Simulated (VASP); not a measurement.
TaOF, 3 atoms in the cell. The cell holds a sheet with vacuum, 3 atoms: a = 2.916 Å, b = 2.916 Å, c = 27.630 Å, α = 90.00°, β = 90.00°, γ = 120.00°. The cell was built by a generator and needn't be a form met in nature.

| Property | Result |
| --- | --- |
| Program | VASP 6.6.1 |
| Task | single point |
| Functional | PBE |
| Potentials or basis | VASP PAW PBE potentials, release 64 (Ta_pv, O, F) |
| Cutoff | 520 eV |
| k mesh | 18 × 18 × 1 |
| Occupations | gaussian, width 0.1 eV |
| Spin | no spin polarisation |
| Dipole correction | yes |
| Further INCAR settings | ALGO = Fast; EDIFF = 1e-07; NBANDS = 19 |

Potentials or basis: VASP PAW PBE potentials, release 64 (Ta_pv, O, F).

Launch:

```bash
$ cat potpaw_PBE.64/Ta_pv/POTCAR potpaw_PBE.64/O/POTCAR potpaw_PBE.64/F/POTCAR > POTCAR
$ mpirun -np 1 vasp_std > vasp.out
```

Hardware: 1 thread of Intel(R) Xeon(R) 6975P-C (Granite Rapids), with other jobs on the host.

Estimate the wall time of this run.

Run time: 2.8 min on 1 thread of Intel(R) Xeon(R) 6975P-C (Granite Rapids), on a shared host, peak memory 0.43 GiB. Counts: scf iterations 25, k points 37.
